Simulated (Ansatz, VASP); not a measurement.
WO: VASP beside Ansatz

```xyz
2
Lattice="2.9146 0.0000 0.0000 0.0000 2.9146 0.0000 0.0000 0.0000 2.9146" Properties=species:S:1:pos:R:3 pbc="T T T"
W     0.0000    0.0000    0.0000
O     1.4573    1.4573    1.4573
```

Alike in both runs: functional r2SCAN; k mesh 14 × 14 × 14; occupations gaussian, width 0.1 eV; no spin polarisation; Hubbard terms W d U = 6.2 eV.

Ansatz relaxed the structure, and its values are those at the end. VASP's run is a single point on that final structure, the one shown.

```csv
,VASP,Ansatz
version,VASP 6.6.1,Ansatz 0.2.0
potentials or method,"VASP PAW PBE potentials, release 64 (W_sv, O)","scalar-relativistic, plane waves, PAW"
plane-wave cutoff (eV),520,500
valence electrons in the cell,20,20
```

```tsv
	VASP	Ansatz	Ansatz less VASP
gap on the k mesh at the Fermi level (eV)	none	none	-
pressure (GPa)	-7.8	0.0	+7.83
```

The programs project onto different local orbitals, so the same U acts differently. A gap of «none» marks a metal or a gap that the smearing closes. Ansatz warned: «filled_band_counts_differ_across_k_points».

Caveats: the PAW data sets were made with another functional, which shifts forces and pressure a little (VASP); U without spin polarisation on a metal has little footing. The runs have no spin-orbit coupling, so splittings on W are missing.
